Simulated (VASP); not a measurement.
# HfHgF (P-6m2) in VASP: reference runs

Aim: a first look at HfHgF with PBE, on the cell as given and on a disturbed one.

Program: VASP 6.6.1. These are calculated values, not measurements. Logs are shortened: lines on timing, memory, paths and dates and some standing lists are left out, and cuts for length are marked.

**1. Starting point**

It takes space group P-6m2 (No. 187, hexagonal). The conventional cell has a = 4.823 Å, b = 4.823 Å, c = 3.042 Å, α = 90.00°, β = 90.00°, γ = 120.00°. Around Hf (site symmetry -6m2) lie 3 Hg at 2.78 Å and 2 Hf at 3.04 Å and 6 F at 3.17 Å. Around Hg (site symmetry -6m2) lie 3 Hf at 2.78 Å and 2 Hg at 3.04 Å and 6 F at 3.17 Å. F (site symmetry -6m2) is surrounded by 2 F at 3.04 Å and 6 Hf at 3.17 Å and 6 Hg at 3.17 Å.

The cell was built by a generator and needn't be a form met in nature.

**2. Single point, PBE**

The input, INCAR:

```
SYSTEM = HfHgF
ALGO     = Normal         ! electronic algorithm
EDIFF    = 1E-7           ! SCF threshold, eV
ENCUT    = 520            ! plane-wave cutoff, eV
GGA      = PE             ! functional
ISIF     = 2              ! what is computed and relaxed
ISMEAR   = -1             ! smearing method
LASPH    = .True.         ! aspherical terms in the spheres
LCHARG   = .False.        ! write CHGCAR
LREAL    = .False.        ! projectors in reciprocal space
LWAVE    = .False.        ! write WAVECAR
NBANDS   = 22             ! bands
NELM     = 100            ! most SCF steps
PREC     = Accurate       ! precision mode
SIGMA    = 0.05           ! smearing width, eV
```

The input, KPOINTS:

```
k-points
0
Gamma
  7 7 9
  0 0 0
```

The input, POSCAR:

```
HfHgF
1.0
    4.8226600000      0.0000000000      0.0000000000
   -2.4113300000      4.1765400000      0.0000000000
    0.0000000000      0.0000000000      3.0419700000
Hf Hg F
1 1 1
Direct
    0.6666700000      0.3333300000      0.5000000000
    0.3333300000      0.6666700000      0.5000000000
    0.0000000000      0.0000000000      0.0000000000
```

Potentials or basis: VASP PAW PBE potentials, release 64 (Hf_pv, Hg, F).

The run is started by

```
> cat potpaw_PBE.64/Hf_pv/POTCAR potpaw_PBE.64/Hg/POTCAR potpaw_PBE.64/F/POTCAR > POTCAR
> mpirun -np 1 vasp_std > vasp.out
```

OUTCAR:

```text
SYSTEM = HfHgF
   EDIFF = 1E-7
   ENCUT = 520
   GGA = PE
   ISIF = 2
   ISMEAR = -1
   LASPH = .True.
   LREAL = .False.
   NELM = 100
   PREC = Accurate

 ion  position               nearest neighbor table
   1  0.667  0.333  0.500-   2 2.78   2 2.78   2 2.78
   2  0.333  0.667  0.500-   1 2.78   1 2.78   1 2.78
   3  0.000  0.000  0.000-

  LATTYP: Found a hexagonal cell.
 ALAT       =     4.8226600000
 C/A-ratio  =     0.6307660088

  Lattice vectors:

 A1 = (   4.8226600000,   0.0000000000,   0.0000000000)
 A2 = (  -2.4113300000,   4.1765400000,   0.0000000000)
 A3 = (   0.0000000000,   0.0000000000,   3.0419700000)

Analysis of symmetry for initial positions (statically):
=====================================================================
 Subroutine PRICEL returns:
 Original cell was already a primitive cell.

 Routine SETGRP: Setting up the symmetry group for a
 hexagonal supercell.

 Subroutine GETGRP returns: Found  4 space group operations
 (whereof  4 operations were pure point group operations)
 out of a pool of 24 trial point group operations.

The static configuration has the point symmetry C_2v.

Analysis of symmetry for dynamics (positions and initial velocities):
=====================================================================
 Subroutine PRICEL returns:
 Original cell was already a primitive cell.

 Routine SETGRP: Setting up the symmetry group for a
 hexagonal supercell.

 Subroutine GETGRP returns: Found  4 space group operations
 (whereof  4 operations were pure point group operations)
 out of a pool of 24 trial point group operations.

The dynamic configuration has the point symmetry C_2v.

 Subroutine INISYM returns: Found  4 space group operations
 (whereof  4 operations are pure point group operations),
 and found     1 'primitive' translations

----------------------------------------------------------------------------------------

                                     Primitive cell

  volume of cell :      61.2715

  direct lattice vectors                    reciprocal lattice vectors
     4.822660000  0.000000000  0.000000000     0.207354448  0.119716320  0.000000000
    -2.411330000  4.176540000  0.000000000     0.000000000  0.239432640  0.000000000
     0.000000000  0.000000000  3.041970000     0.000000000  0.000000000  0.328734340

  length of vectors
     4.822660000  4.822654740  3.041970000     0.239432379  0.239432640  0.328734340

[... 79 lines left out ...]
   LASPH  =      T    aspherical Exc in radial PAW
   ENCUT  =  520.0 eV  38.22 Ry    6.18 a.u.   8.97  8.97  5.66*2*pi/ulx,y,z
   NELM   =    100;   NELMIN=  2; NELMDL= -5     # of ELM steps
   EDIFF  = 0.1E-06   stopping-criterion for ELM
   LREAL  =      F    real-space projection
   EDIFFG = 0.1E-05   stopping-criterion for IOM
   NSW    =      0    number of steps for IOM
   IBRION =     -1    ionic relax: 0-MD 1-quasi-New 2-CG
   NFREE  =      0    steps in history (QN), initial steepest desc. (CG)
   ISIF   =      2    stress and relaxation
   ISYM   =      2    0-nonsym 1-usesym 2-fastsym
   POTIM  = 0.5000    time-step for ionic-motion
   TEBEG  =    0.0;   TEEND  =   0.0 temperature during run
   PSTRESS=    0.0 pullay stress
   NELECT =      29.0000    total number of electrons
   NUPDOWN=      -1.0000    fix difference up-down
   EMIN   =  10.00;   EMAX   =-10.00  energy-range for DOS
   EFERMI =   0.00;   METHOD = LEGACY
   ISMEAR =    -1;   SIGMA  =   0.05  broadening in eV -4-tet -1-fermi 0-gaus
   EFERMI_NEDOS =   21; number of points for ismear=-14 and -15
   IALGO  =     38    algorithm
   IMIX   =      4    mixing-type and parameters
     AMIX     =   0.40;   BMIX     =  1.00
     AMIX_MAG =   1.60;   BMIX_MAG =  1.00
  volume/ion in A,a.u.               =      20.42       137.83
  Fermi-wavevector in a.u.,A,eV,Ry     =   1.275816  2.410943 22.146296  1.627707
  Thomas-Fermi vector in A             =   2.408507
   LORBIT       =      0    0 simple, 1 ext, 2 COOP (PROOUT), +10 PAW based schemes
   GGA     = PE    functional components
   LHFCALC =     F    Hartree Fock is set to
   AEXX    =    0.0000 exact exchange contribution
   IVDW    =     0    specifies the selected vdW correction
   LEPSILON=     F    determine dielectric tensor
   LRPA    =     F    only Hartree local field effects (RPA)
 non-spin polarized calculation
  energy-cutoff  :      520.00
  volume of cell :       61.27
 maximum number of plane-waves:      1685
   NGX = 17   NGY = 17   NGZ = 11

 number of electron      29.0000014 magnetization

 Free energy of the ion-electron system (eV)
  ---------------------------------------------------
  ext. energy  EPLUGINS =         0.00000000
  ---------------------------------------------------
  free energy    TOTEN  =       -12.32681409 eV

  energy without entropy =      -12.29898197  energy(sigma->0) =      -12.31289803

 E-fermi :   2.9736     XC(G=0): -10.3623

 val. band max:        2.9718401480   @ k =   0.1429   0.1429   0.3333
 cond. band min:       2.9738055105   @ k =   0.1429   0.0000   0.3333
 fundamental gap:      0.0019653624
 Fermi energy:         2.9736464749

 k-point     1 :       0.0000    0.0000    0.0000
  band No.  band energies     occupation
      1     -29.1309      2.00000
      2     -29.1309      2.00000
      3     -28.5705      2.00000
      4     -19.2538      2.00000
      5      -5.3184      2.00000
      6      -4.8578      2.00000
[... 589 lines left out ...]
     21      10.4224      0.00000
     22      12.8882      0.00000

 [... further k-points ...]

------------------------ aborting loop because EDIFF is reached ----------------------------------------

  FORCE on cell =-STRESS in cart. coord.  units (eV):
  Direction    XX          YY          ZZ          XY          YZ          ZX
  --------------------------------------------------------------------------------------
  -------------------------------------------------------------------------------------
  Total       -0.0983902     -0.0977580     -0.1220392      0.0005472      0.0000000      0.0000000
  in kB       -2.5727891     -2.5562581     -3.1911835      0.0143098      0.0000000      0.0000000
  external PRESSURE =      -2.7734102 kB  Pullay stress =       0.0000000 kB

 VOLUME and BASIS-vectors are now :
 -----------------------------------------------------------------------------
  energy-cutoff  :      520.00
  volume of cell :       61.27
      direct lattice vectors                 reciprocal lattice vectors
     4.822660000  0.000000000  0.000000000     0.207354448  0.119716320  0.000000000
    -2.411330000  4.176540000  0.000000000     0.000000000  0.239432640  0.000000000
     0.000000000  0.000000000  3.041970000     0.000000000  0.000000000  0.328734340

 POSITION                                       TOTAL-FORCE (eV/Angst)
 -----------------------------------------------------------------------------------
      2.41135      1.39217      1.52099        -0.000280      0.000162      0.000000
     -0.00002      2.78437      1.52099         0.000342     -0.000197      0.000000
      0.00000      0.00000      0.00000        -0.000062      0.000036      0.000000
 -----------------------------------------------------------------------------------
    total drift:                               -0.000021     -0.000034      0.000000

  FREE ENERGIE OF THE ION-ELECTRON SYSTEM (eV)
  ---------------------------------------------------
  free  energy   TOTEN  =       -12.3268140930 eV

  energy  without entropy=      -12.2989819658  energy(sigma->0) =      -12.31289803
```

stdout:

```text
POSCAR found type information on POSCAR HfHgF
 POSCAR found :  3 types and       3 ions
 scaLAPACK will be used
 LDA part: xc-table for (Slater+PW92), standard interpolation
 POSCAR, INCAR and KPOINTS ok, starting setup
 FFT: planning ... GRIDC
 FFT: planning ... GRID_SOFT
 FFT: planning ... GRID
 WAVECAR not read
 entering main loop
```

Wall time 74 s (1 thread of Intel Xeon 6975P-C (Granite Rapids), shared host); peak memory 0.26 GiB.

Results:

```
Free energy            : -12.3268 eV
Pressure               : -0.3 GPa
Band gap on the k mesh : none (metal or under the smearing width)
```

Levels at points of the mesh, in eV from the Fermi level:
| k point | band 11 | band 12 | band 13 | band 14 | band 15 | band 16 | band 17 | band 18 |
| --- | --- | --- | --- | --- | --- | --- | --- | --- |
| (0.00, 0.00, 0.00) | -4.28 | -4.28 | -3.07 | -2.14 | -0.40 | -0.40 | 3.29 | 3.29 |

Caveat: an odd number of electrons without spin polarisation forces a metal; a magnetic or distorted state may lie lower.

**3. Single point, PBE (atoms moved at random, drawn with an rms of 0.05 Å)**

Edit INCAR of step 2 so:

```diff
@@ -8,7 +8,9 @@
 LASPH    = .True.         ! aspherical terms in the spheres
-LCHARG   = .False.        ! write CHGCAR
+LCHARG   = .True.         ! write CHGCAR
+LELF     = .True.         ! ELF
 LREAL    = .False.        ! projectors in reciprocal space
+LVHAR    = .True.       
 LWAVE    = .False.        ! write WAVECAR
 NBANDS   = 22             ! bands
-NELM     = 100            ! most SCF steps
+NELM     = 80             ! most SCF steps
 PREC     = Accurate       ! precision mode
```

KPOINTS is that of step 2.

The input, POSCAR:

```
HfHgF
1.0
    4.8226600000      0.0000000000      0.0000000000
   -2.4113300000      4.1765400000      0.0000000000
    0.0000000000      0.0000000000      3.0419700000
Hf Hg F
1 1 1
Direct
    0.6738720000      0.3343800000      0.5002420000
    0.3382160000      0.6764860000      0.5080000000
    0.0129300000     -0.0039890000      0.0107780000
```

Potentials or basis: VASP PAW PBE potentials, release 64 (Hf_pv, Hg, F).

The run is started by

```
> cat potpaw_PBE.64/Hf_pv/POTCAR potpaw_PBE.64/Hg/POTCAR potpaw_PBE.64/F/POTCAR > POTCAR
> mpirun -np 1 vasp_std > vasp.out
```

OUTCAR:

```text
SYSTEM = HfHgF
   EDIFF = 1E-7
   ENCUT = 520
   GGA = PE
   ISIF = 2
   ISMEAR = -1
   LASPH = .True.
   LREAL = .False.
   NELM = 80
   PREC = Accurate

 ion  position               nearest neighbor table
   1  0.674  0.334  0.500-   2 2.75   2 2.78   2 2.83
   2  0.338  0.676  0.508-   1 2.75   1 2.78   1 2.83
   3  0.013  0.996  0.011-

  LATTYP: Found a hexagonal cell.
 ALAT       =     4.8226600000
 C/A-ratio  =     0.6307660088

  Lattice vectors:

 A1 = (   4.8226600000,   0.0000000000,   0.0000000000)
 A2 = (  -2.4113300000,   4.1765400000,   0.0000000000)
 A3 = (   0.0000000000,   0.0000000000,   3.0419700000)

Analysis of symmetry for initial positions (statically):
=====================================================================
 Subroutine PRICEL returns:
 Original cell was already a primitive cell.

 Routine SETGRP: Setting up the symmetry group for a
 hexagonal supercell.

 Subroutine GETGRP returns: Found  1 space group operations
 (whereof  1 operations were pure point group operations)
 out of a pool of 24 trial point group operations.
[... 161 lines left out ...]
  free energy    TOTEN  =       -12.32100448 eV

  energy without entropy =      -12.29321554  energy(sigma->0) =      -12.30711001

 E-fermi :   2.9736     XC(G=0): -10.3613

 val. band max:        2.9647643329   @ k =  -0.1429  -0.0000   0.3333
 cond. band min:       2.9750631419   @ k =  -0.2857   0.1429   0.3333
 fundamental gap:      0.0102988089
 Fermi energy:         2.9736054575

 k-point     1 :       0.0000    0.0000    0.0000
  band No.  band energies     occupation
      1     -29.1321      2.00000
      2     -29.1257      2.00000
      3     -28.5679      2.00000
      4     -19.2610      2.00000
      5      -5.3192      2.00000
      6      -4.8660      2.00000
[... 589 lines left out ...]
     21      11.5646      0.00000
     22      12.5615      0.00000

 [... further k-points ...]

------------------------ aborting loop because EDIFF is reached ----------------------------------------

  FORCE on cell =-STRESS in cart. coord.  units (eV):
  Direction    XX          YY          ZZ          XY          YZ          ZX
  --------------------------------------------------------------------------------------
  -------------------------------------------------------------------------------------
  Total       -0.3555275      0.2750963     -0.1364958      0.2058026     -0.0088359      0.0078786
  in kB       -9.2966302      7.1934485     -3.5692065      5.3814992     -0.2310497      0.2060157
  external PRESSURE =      -1.8907961 kB  Pullay stress =       0.0000000 kB

 VOLUME and BASIS-vectors are now :
 -----------------------------------------------------------------------------
  energy-cutoff  :      520.00
  volume of cell :       61.27
      direct lattice vectors                 reciprocal lattice vectors
     4.822660000  0.000000000  0.000000000     0.207354448  0.119716320  0.000000000
    -2.411330000  4.176540000  0.000000000     0.000000000  0.239432640  0.000000000
     0.000000000  0.000000000  3.041970000     0.000000000  0.000000000  0.328734340

 POSITION                                       TOTAL-FORCE (eV/Angst)
 -----------------------------------------------------------------------------------
      2.44356      1.39655      1.52172        -0.292575      0.302798     -0.070929
     -0.00013      2.82537      1.54532         0.221026     -0.269503      0.052651
     -2.33935      4.15988      0.03279         0.071549     -0.033295      0.018278
 -----------------------------------------------------------------------------------
    total drift:                               -0.000285      0.000859     -0.000016

  FREE ENERGIE OF THE ION-ELECTRON SYSTEM (eV)
  ---------------------------------------------------
  free  energy   TOTEN  =       -12.3210044841 eV

  energy  without entropy=      -12.2932155385  energy(sigma->0) =      -12.30711001
```

OSZICAR:

```text
N       E                     dE             d eps       ncg     rms          rms(c)
DAV:   1     0.167887192479E+03    0.16789E+03   -0.14624E+04  9724   0.122E+03
DAV:   2    -0.777384831895E+01   -0.17566E+03   -0.16669E+03 11308   0.320E+02
DAV:   3    -0.146186967354E+02   -0.68448E+01   -0.67827E+01 11730   0.571E+01
DAV:   4    -0.146618746143E+02   -0.43178E-01   -0.43151E-01 10924   0.485E+00
DAV:   5    -0.146622953350E+02   -0.42072E-03   -0.42071E-03 11872   0.450E-01    0.259E+01
DAV:   6    -0.125066246794E+02    0.21557E+01   -0.65932E+00 13830   0.285E+01    0.176E+01
DAV:   7    -0.123875154236E+02    0.11911E+00   -0.15051E+00 11098   0.804E+00    0.912E+00
DAV:   8    -0.123266564567E+02    0.60859E-01   -0.32993E-01 10678   0.322E+00    0.124E+00
DAV:   9    -0.123217810065E+02    0.48755E-02   -0.45918E-02 11654   0.128E+00    0.513E-01
DAV:  10    -0.123211378663E+02    0.64314E-03   -0.96988E-03 10828   0.589E-01    0.141E-01
DAV:  11    -0.123210141200E+02    0.12375E-03   -0.15932E-03 11776   0.207E-01    0.784E-02
DAV:  12    -0.123210081881E+02    0.59319E-05   -0.36764E-04 11386   0.103E-01    0.367E-02
DAV:  13    -0.123210048007E+02    0.33874E-05   -0.75121E-05 11176   0.460E-02    0.101E-02
DAV:  14    -0.123210045493E+02    0.25148E-06   -0.31628E-06 10306   0.984E-03    0.418E-03
DAV:  15    -0.123210045410E+02    0.82164E-08   -0.23782E-06 10912   0.758E-03    0.492E-03
DAV:  16    -0.123210044841E+02    0.56958E-07   -0.65757E-07  8950   0.416E-03
   1 F= -.12321004E+02 E0= -.12307110E+02  d E =-.277889E-01
```

stdout:

```text
POSCAR found type information on POSCAR HfHgF
 POSCAR found :  3 types and       3 ions
 scaLAPACK will be used
 LDA part: xc-table for (Slater+PW92), standard interpolation
 POSCAR, INCAR and KPOINTS ok, starting setup
 FFT: planning ... GRIDC
 FFT: planning ... GRID_SOFT
 FFT: planning ... GRID
 WAVECAR not read
 entering main loop
```

Wall time 3.8 min (1 thread of Intel Xeon 6975P-C (Granite Rapids), shared host); peak memory 0.43 GiB.

What came out:

| Property | Result |
| --- | --- |
| Free energy | -12.3210 eV |
| Pressure | -0.2 GPa |
| Largest force | 0.427 eV/Å |
| Band gap on the k mesh | none (metal or under the smearing width) |

Forces on the atoms (eV/Å):
```
Hf  -0.293  0.303 -0.071
Hg   0.221 -0.270  0.053
F    0.072 -0.033  0.018
```

Levels at points of the mesh, in eV from the Fermi level:
```tsv
k point	band 12	band 13	band 14	band 15	band 16	band 17
(0.00, 0.00, 0.00)	-4.26	-3.07	-2.14	-0.46	-0.33	3.29
```

Caveat: an odd number of electrons without spin polarisation forces a metal; a magnetic or distorted state may lie lower. The run has no spin-orbit coupling, so splittings on Hf, Hg are missing.
